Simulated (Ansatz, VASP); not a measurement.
# Cross-check of Al39Cu2 (Al(100) film, 6 layers, cover Cu) between VASP and Ansatz

One calculation is typed for both programs; each brings its own data sets. How far apart do they land? The structure shown is the start of the Ansatz relaxation below; VASP solves that cell, so the two are compared at the walk's first step.

Calculated with Ansatz 0.2.0; plane waves, with VASP 6.6.1 beside it; PBE.

### Step 1. The structure

The cell holds 82 atoms: 78 Al and 4 Cu. Cell: a = 23.144 Å, b = 2.862 Å, c = 37.211 Å, α = 90.0°, β = 90.0°, γ = 90.0°. It derives from Al. Vacuum lies along a. The structure's axis is c.

### Step 2. Ansatz: relaxation, PBE

Ansatz runs on its PAW soft_1 files.

The two programs are compared at the cell with which this relaxation starts, whose forces are those of its first step.

input.yaml reads:

```yaml
crystal:
  lattice:
    - [23.14391, 0.0, 0.0]
    - [0.0, 2.862347037, 0.0]
    - [0.0, 0.0, 37.2105114815]
  atoms:
    - { symbol: Al, position: [0.1944355988, 0.0, 0.0] }
    - { symbol: Al, position: [0.2818877623, 0.5, 0.0384615385] }
    - { symbol: Al, position: [0.3693399257, 0.0, 0.0] }
    - { symbol: Al, position: [0.4567920892, 0.5, 0.0384615385] }
    - { symbol: Al, position: [0.5442442526, 0.0, 0.0] }
    - { symbol: Al, position: [0.631696416, 0.5, 0.0384615385] }
    - { symbol: Al, position: [0.1944355988, 0.0, 0.0769230769] }
    - { symbol: Al, position: [0.2818877623, 0.5, 0.1153846154] }
    - { symbol: Al, position: [0.3693399257, 0.0, 0.0769230769] }
    - { symbol: Al, position: [0.4567920892, 0.5, 0.1153846154] }
    - { symbol: Al, position: [0.5442442526, 0.0, 0.0769230769] }
    - { symbol: Al, position: [0.631696416, 0.5, 0.1153846154] }
    - { symbol: Al, position: [0.1944355988, 0.0, 0.1538461538] }
    - { symbol: Al, position: [0.2818877623, 0.5, 0.1923076923] }
    - { symbol: Al, position: [0.3693399257, 0.0, 0.1538461538] }
    - { symbol: Al, position: [0.4567920892, 0.5, 0.1923076923] }
    - { symbol: Al, position: [0.5442442526, 0.0, 0.1538461538] }
    - { symbol: Al, position: [0.631696416, 0.5, 0.1923076923] }
    - { symbol: Al, position: [0.1944355988, 0.0, 0.2307692308] }
    - { symbol: Al, position: [0.2818877623, 0.5, 0.2692307692] }
    - { symbol: Al, position: [0.3693399257, 0.0, 0.2307692308] }
    - { symbol: Al, position: [0.4567920892, 0.5, 0.2692307692] }
    - { symbol: Al, position: [0.5442442526, 0.0, 0.2307692308] }
    - { symbol: Al, position: [0.631696416, 0.5, 0.2692307692] }
    - { symbol: Al, position: [0.1944355988, 0.0, 0.3076923077] }
    - { symbol: Al, position: [0.2818877623, 0.5, 0.3461538462] }
    - { symbol: Al, position: [0.3693399257, 0.0, 0.3076923077] }
    - { symbol: Al, position: [0.4567920892, 0.5, 0.3461538462] }
    - { symbol: Al, position: [0.5442442526, 0.0, 0.3076923077] }
    - { symbol: Al, position: [0.631696416, 0.5, 0.3461538462] }
    - { symbol: Al, position: [0.1944355988, 0.0, 0.3846153846] }
    - { symbol: Al, position: [0.2818877623, 0.5, 0.4230769231] }
    - { symbol: Al, position: [0.3693399257, 0.0, 0.3846153846] }
    - { symbol: Al, position: [0.4567920892, 0.5, 0.4230769231] }
    - { symbol: Al, position: [0.5442442526, 0.0, 0.3846153846] }
    - { symbol: Al, position: [0.631696416, 0.5, 0.4230769231] }
    - { symbol: Al, position: [0.1944355988, 0.0, 0.4615384615] }
    - { symbol: Al, position: [0.2818877623, 0.5, 0.5] }
    - { symbol: Al, position: [0.3693399257, 0.0, 0.4615384615] }
    - { symbol: Al, position: [0.4567920892, 0.5, 0.5] }
    - { symbol: Al, position: [0.5442442526, 0.0, 0.4615384615] }
    - { symbol: Al, position: [0.631696416, 0.5, 0.5] }
    - { symbol: Al, position: [0.1944355988, 0.0, 0.5384615385] }
    - { symbol: Al, position: [0.2818877623, 0.5, 0.5769230769] }
    - { symbol: Al, position: [0.3693399257, 0.0, 0.5384615385] }
    - { symbol: Al, position: [0.4567920892, 0.5, 0.5769230769] }
    - { symbol: Al, position: [0.5442442526, 0.0, 0.5384615385] }
    - { symbol: Al, position: [0.631696416, 0.5, 0.5769230769] }
    - { symbol: Al, position: [0.1944355988, 0.0, 0.6153846154] }
    - { symbol: Al, position: [0.2818877623, 0.5, 0.6538461538] }
    - { symbol: Al, position: [0.3693399257, 0.0, 0.6153846154] }
    - { symbol: Al, position: [0.4567920892, 0.5, 0.6538461538] }
    - { symbol: Al, position: [0.5442442526, 0.0, 0.6153846154] }
    - { symbol: Al, position: [0.631696416, 0.5, 0.6538461538] }
    - { symbol: Al, position: [0.1944355988, 0.0, 0.6923076923] }
    - { symbol: Al, position: [0.2818877623, 0.5, 0.7307692308] }
    - { symbol: Al, position: [0.3693399257, 0.0, 0.6923076923] }
    - { symbol: Al, position: [0.4567920892, 0.5, 0.7307692308] }
    - { symbol: Al, position: [0.5442442526, 0.0, 0.6923076923] }
    - { symbol: Al, position: [0.631696416, 0.5, 0.7307692308] }
    - { symbol: Al, position: [0.1944355988, 0.0, 0.7692307692] }
    - { symbol: Al, position: [0.2818877623, 0.5, 0.8076923077] }
    - { symbol: Al, position: [0.3693399257, 0.0, 0.7692307692] }
    - { symbol: Al, position: [0.4567920892, 0.5, 0.8076923077] }
    - { symbol: Al, position: [0.5442442526, 0.0, 0.7692307692] }
    - { symbol: Al, position: [0.631696416, 0.5, 0.8076923077] }
    - { symbol: Al, position: [0.1944355988, 0.0, 0.8461538462] }
    - { symbol: Al, position: [0.2818877623, 0.5, 0.8846153846] }
    - { symbol: Al, position: [0.3693399257, 0.0, 0.8461538462] }
    - { symbol: Al, position: [0.4567920892, 0.5, 0.8846153846] }
    - { symbol: Al, position: [0.5442442526, 0.0, 0.8461538462] }
    - { symbol: Al, position: [0.631696416, 0.5, 0.8846153846] }
    - { symbol: Al, position: [0.1944355988, 0.0, 0.9230769231] }
    - { symbol: Al, position: [0.2818877623, 0.5, 0.9615384615] }
    - { symbol: Al, position: [0.3693399257, 0.0, 0.9230769231] }
    - { symbol: Al, position: [0.4567920892, 0.5, 0.9615384615] }
    - { symbol: Al, position: [0.5442442526, 0.0, 0.9230769231] }
    - { symbol: Al, position: [0.631696416, 0.5, 0.9615384615] }
    - { symbol: Cu, position: [0.7095132126, 0.0, 0.3846153846] }
    - { symbol: Cu, position: [0.7095132126, 0.0, 0.4615384615] }
    - { symbol: Cu, position: [0.7095132126, 0.0, 0.5384615385] }
    - { symbol: Cu, position: [0.7095132126, 0.0, 0.6153846154] }
kpoints:
  mp_grid: { grid: [1, 8, 1] }
hamiltonian:
  xc: pbe
  pseudopotentials: { kind: paw, azcp: { folder: soft_1 } }
scf:
  occupations: { method: fermi_dirac, width: 0.1 }
relax:
  f_tol: 0.03
  max_steps: 40
  constraints:
    - { sites: [0, 1, 2, 3, 4, 5, 6, 7, 8, 9, 10, 11, 12, 13, 14, 15, 16, 17, 18, 19, 20, 21, 22, 23, 24, 25, 26, 27, 28, 30, 31, 32, 33, 36, 37, 38, 39, 42, 43, 44, 45, 48, 49, 50, 51, 54, 55, 56, 57, 58, 59, 60, 61, 62, 63, 64, 65, 66, 67, 68, 69, 70, 71, 72, 73, 74, 75, 76, 77] }
```

On the command line:

```console
ansatz run input.yaml --threads 8 --pin off --max-ram 15360MiB --backend cpu --events-out ev --progress --plain --runs-dir out
```

Numbers of over 12 decimals in the logs are rounded to 6 here.

Output:

```text
Engine: ansatz 0.2.0, x86_64-unknown-linux-gnu
Pseudopotentials: kind: paw
Pseudopotential: Al, paw, valence charge 3, recommended cutoff 420 eV (normal), soft_1/Al.paw.azcp
Pseudopotential: Cu, paw, valence charge 19, recommended cutoff 420 eV (normal), soft_1/Cu.paw.azcp
Functional definition: PBE
  parameter kappa = 0.804
  parameter beta = 0.066725
  exchange = pbe_x(kappa = kappa, mu = beta*pi^2/3)
  correlation = pbe_c(beta = beta)
Crystal: 82 atoms, lattice volume = 2465.044 Å³
Basis set: ecut = 420 eV, 48237 PW (Γ), exchange–correlation on 320×40×500 points (8 copies of the dense FFT grid, shifted against one another)
Bands: 237, of which v1, the nominal top of the filled ones, is band 155 counted from 1 (154 counted from 0)
Symmetry: 4 space group operations
Space group: Pmm2 (ITA 25), of the structure as read, at distance tolerance 1.4e-4 Å
k-points: 5 of 8
Non-local potential: Al, projectors of the file, l = 0: 2, l = 1: 2, l = 2: 1
Non-local potential: Cu, projectors of the file, l = 0: 3, l = 1: 2, l = 2: 3, l = 3: 1
PAW form: soft (Blöchl's): semilocal exchange-correlation on the pseudo side does not see the compensation charge
PAW one-centre angular grid: Al, 110 points (default); XC on 64 Gauss nodes
PAW one-centre angular grid: Cu, 590 points (default); XC on 64 Gauss nodes
Initial density: superposition of atomic densities (neutral atoms: chi_scale 0, normalization atom)
Initial wavefunctions: pseudopotential atomic-orbital guess
Functional: x = pbe(κ = 0.804, μ = 0.219515), c = pbe(β = 0.066725)
SCF iter   1: F=—  HF=-68441.608827 eV  |F-HF|=—  |Δ(HF+E_count)|=         —  Δρ=2.16e-1  dr2=3.14e3  ethr=3.10e-3  ⟨swp⟩=8.0  Hψ=6421  notcnv=0  defer=29
preconditioner: auto → LDOS  [metal: Δε(μ)=0.009 eV  Ē_g=6.125 eV  σ=0.100 eV  W_gap=0.02  n_scr=260 (ndim 8)  ℏωp=12.5 eV  f_vac=0.335  D(μ)=67.07/eV (n_scr^D=356)  β→1.0]
SCF iter   2: F=—  HF=-68407.592271 eV  |F-HF|=—  |Δ(HF+E_count)|=    3.40e1  Δρ=3.44e-2  dr2=2.32e2  ethr=3.10e-3  ⟨swp⟩=7.0  Hψ=3627  notcnv=0  defer=79
SCF iter   3: F=—  HF=-68426.462336 eV  |F-HF|=—  |Δ(HF+E_count)|=    1.89e1  Δρ=1.43e-1  dr2=6.78e2  ethr=3.10e-3  ⟨swp⟩=5.4  Hψ=3695  notcnv=0  defer=93  recentre
SCF iter   4: F=—  HF=-68411.311386 eV  |F-HF|=—  |Δ(HF+E_count)|=    1.52e1  Δρ=2.62e-2  dr2=5.72e1  ethr=3.10e-3  ⟨swp⟩=3.8  Hψ=2890  notcnv=0  defer=92
SCF iter   5: F=—  HF=-68413.665300 eV  |F-HF|=—  |Δ(HF+E_count)|=    2.35e0  Δρ=2.04e-2  dr2=2.14e1  ethr=3.10e-3  ⟨swp⟩=3.6  Hψ=1738  notcnv=0  defer=93
SCF iter   6: F=—  HF=-68413.752033 eV  |F-HF|=—  |Δ(HF+E_count)|=   8.67e-2  Δρ=1.69e-2  dr2=1.35e1  ethr=3.10e-3  ⟨swp⟩=2.8  Hψ=1845  notcnv=0  defer=94
SCF iter   7: F=—  HF=-68413.254678 eV  |F-HF|=—  |Δ(HF+E_count)|=   4.97e-1  Δρ=9.64e-3  dr2=6.38e0  ethr=3.10e-3  ⟨swp⟩=1.8  Hψ=1496  notcnv=0  defer=94
SCF iter   8: F=—  HF=-68413.118491 eV  |F-HF|=—  |Δ(HF+E_count)|=   1.36e-1  Δρ=4.46e-3  dr2=7.49e-1  ethr=2.06e-3  ⟨swp⟩=1.4  Hψ=1220  notcnv=0  defer=98
SCF iter   9: F=—  HF=-68413.105069 eV  |F-HF|=—  |Δ(HF+E_count)|=   1.34e-2  Δρ=1.03e-3  dr2=1.18e-1  ethr=2.42e-4  ⟨swp⟩=2.2  Hψ=1703  notcnv=0  defer=100
SCF iter  10: F=—  HF=-68413.115248 eV  |F-HF|=—  |Δ(HF+E_count)|=   1.02e-2  Δρ=3.42e-4  dr2=6.76e-3  ethr=3.79e-5  ⟨swp⟩=2.4  Hψ=1496  notcnv=0  defer=101
SCF iter  11: F=—  HF=-68413.113938 eV  |F-HF|=—  |Δ(HF+E_count)|=   1.31e-3  Δρ=2.49e-5  dr2=4.96e-5  ethr=2.18e-6  ⟨swp⟩=2.6  Hψ=1880  notcnv=0  defer=98
SCF iter  12: F=-68413.113981 eV  HF=-68413.113980 eV  |F-HF|=1.79e-6  |Δ(HF+E_count)|=   4.15e-5  Δρ=1.36e-5  dr2=3.77e-6  ethr=7.26e-9  ⟨swp⟩=5.2  Hψ=3824  notcnv=0
SCF 1 converged in 12 iterations: F = -68413.113981 eV  dr2 = 3.77e-6
  greatest PAW one-centre occupation: 1.000 electrons in one spin orbital (limit 2), on the Cu atom at site 81 (counted from 0), in its partial waves of l = 0
relax step   1: F+E_penalty+E_count = -68413.11398139 eV  Δ(F+E_penalty+E_count) = +0.000e0 eV  max|allowed force component| = 9.408e-1 eV/Å  Δτ_max = 0.0000 Å  (12 SCF iters, dr2 threshold 2.25e-5 eV, accepted)
Initial density: handed on by an earlier stage of this run
Initial wavefunctions: those handed on with the density
iter 1 solved again at ethr=6.63e-4 eV; its pass at ethr=3.10e-3 eV (dr2=2.06e0 eV) is discarded
SCF iter   1: F=—  HF=-68413.876980 eV  |F-HF|=—  |Δ(HF+E_count)|=         —  Δρ=9.72e-3  dr2=1.69e0  ethr=6.63e-4  ⟨swp⟩=1.4  Hψ=4611  notcnv=0  defer=83
preconditioner: auto → LDOS  [metal: Δε(μ)=0.048 eV  Ē_g=6.213 eV  σ=0.100 eV  W_gap=0.12  n_scr=260 (ndim 8)  ℏωp=12.5 eV  f_vac=0.350  D(μ)=37.60/eV (n_scr^D=186)  β→1.0]
SCF iter   2: F=—  HF=-68414.284343 eV  |F-HF|=—  |Δ(HF+E_count)|=   4.07e-1  Δρ=1.48e-2  dr2=3.14e0  ethr=5.44e-4  ⟨swp⟩=3.4  Hψ=2735  notcnv=0  defer=84
[...]
atom  29  Al    -0.05865456     0.00000000     0.02478191
  atom  30  Al     0.00159847     0.00000000     0.00030012
  atom  31  Al    -0.02380365    -0.00000000    -0.00756492
  atom  32  Al     0.11575127     0.00000000     0.02555753
  atom  33  Al    -0.05832975     0.00000000     0.00594525
  atom  34  Al     0.02130358    -0.00000000    -0.03300359
  atom  35  Al     0.00051186     0.00000000     0.00215802
  atom  36  Al     0.00298980     0.00000000     0.00327216
  atom  37  Al    -0.06077734     0.00000000     0.05955063
  atom  38  Al     0.10004198    -0.00000000     0.00000000
  atom  39  Al    -0.06461481     0.00000000     0.04567143
  atom  40  Al    -0.16937123    -0.00000000    -0.00000000
  atom  41  Al    -0.00264486    -0.00000000    -0.00016064
  atom  42  Al    -0.00767176     0.00000000    -0.00000000
  atom  43  Al    -0.06077734    -0.00000000    -0.05955063
  atom  44  Al     0.11575127    -0.00000000    -0.02555753
  atom  45  Al    -0.06461481    -0.00000000    -0.04567143
  atom  46  Al     0.02130358     0.00000000     0.03300359
  atom  47  Al    -0.00264486     0.00000000     0.00016064
  atom  48  Al     0.00298980    -0.00000000    -0.00327216
  atom  49  Al    -0.02380365     0.00000000     0.00756492
  atom  50  Al     0.12571619     0.00000000     0.00688833
  atom  51  Al    -0.05832975    -0.00000000    -0.00594525
  atom  52  Al     0.07038166     0.00000000     0.05933057
[...]
atom  75  Al    -0.07507096     0.00000000     0.00757264
  atom  76  Al     0.07007545    -0.00000000    -0.00087297
  atom  77  Al    -0.12375042     0.00000000     0.00084724
  atom  78  Al     0.01602451    -0.00000000    -0.00032868
  atom  79  Cu     0.00359467    -0.00000000    -0.00336465
  atom  80  Cu    -0.00053905     0.00000000     0.00004147
  atom  81  Cu    -0.00053905    -0.00000000    -0.00004147
  atom  82  Cu     0.00359467     0.00000000     0.00336465
  max |Σ_I F_I| component: 6.99e-5 eV/Å
--- Relaxed structure (5 steps of the walk, 5 accepted, 0 SCFs on fresh bases) ---
  F+E_penalty+E_count = -68413.81914124 eV   max|allowed force component| = 7.672e-3 eV/Å
  atoms:
    - { symbol: Al, position: [0.1944355988, 0.0, 0.0] }
    - { symbol: Al, position: [0.2818877623, 0.500000, 0.038462] }
    - { symbol: Al, position: [0.3693399257, 0.0, 0.0] }
    - { symbol: Al, position: [0.4567920892, 0.500000, 0.038462] }
    - { symbol: Al, position: [0.5442442526, 0.0, 0.0] }
    - { symbol: Al, position: [0.631696416, 0.500000, 0.038462] }
    - { symbol: Al, position: [0.1944355988, 0.0, 0.076923] }
    - { symbol: Al, position: [0.2818877623, 0.500000, 0.115385] }
    - { symbol: Al, position: [0.3693399257, 0.0, 0.076923] }
    - { symbol: Al, position: [0.4567920892, 0.500000, 0.115385] }
    - { symbol: Al, position: [0.5442442526, 0.0, 0.076923] }
    - { symbol: Al, position: [0.631696416, 0.500000, 0.115385] }
    - { symbol: Al, position: [0.1944355988, 0.0, 0.153846] }
    - { symbol: Al, position: [0.2818877623, 0.500000, 0.1923076923] }
    - { symbol: Al, position: [0.3693399257, 0.0, 0.153846] }
    - { symbol: Al, position: [0.4567920892, 0.500000, 0.1923076923] }
    - { symbol: Al, position: [0.5442442526, 0.0, 0.153846] }
    - { symbol: Al, position: [0.631696416, 0.500000, 0.1923076923] }
    - { symbol: Al, position: [0.1944355988, 0.0, 0.230769] }
    - { symbol: Al, position: [0.2818877623, 0.500000, 0.2692307692] }
    - { symbol: Al, position: [0.3693399257, 0.0, 0.230769] }
    - { symbol: Al, position: [0.4567920892, 0.500000, 0.2692307692] }
    - { symbol: Al, position: [0.5442442526, 0.0, 0.230769] }
    - { symbol: Al, position: [0.631696416, 0.500000, 0.2692307692] }
[...]
- { symbol: Al, position: [0.5442442526, 0.0, 0.846154] }
    - { symbol: Al, position: [0.631696416, 0.500000, 0.8846153846] }
    - { symbol: Al, position: [0.1944355988, 0.0, 0.9230769231] }
    - { symbol: Al, position: [0.2818877623, 0.500000, 0.961538] }
    - { symbol: Al, position: [0.3693399257, 0.0, 0.9230769231] }
    - { symbol: Al, position: [0.4567920892, 0.500000, 0.961538] }
    - { symbol: Al, position: [0.5442442526, 0.0, 0.9230769231] }
    - { symbol: Al, position: [0.631696416, 0.500000, 0.961538] }
    - { symbol: Cu, position: [0.691504, 2.935140685927692e-18, 0.388683] }
    - { symbol: Cu, position: [0.696058, 7.782179614589125e-19, 0.462617] }
    - { symbol: Cu, position: [0.696058, -7.782179614588926e-19, 0.537383] }
    - { symbol: Cu, position: [0.691504, -2.9351406859276684e-18, 0.611317] }
```

[end of part 1 of 2]

[Lines on the potential files, build, host, timing and source positions are cut from VASP's logs without a mark.]

[Logs are printed without paths, hosts, clocks, repeated set-up lines and the standing remarks that a program may print on its own settings, such as how far it seeks lower states.]

[Hosts, paths, dates, database ids (printed as entryN), source tags and the programs' standing remarks are cut or masked in the printed files.]
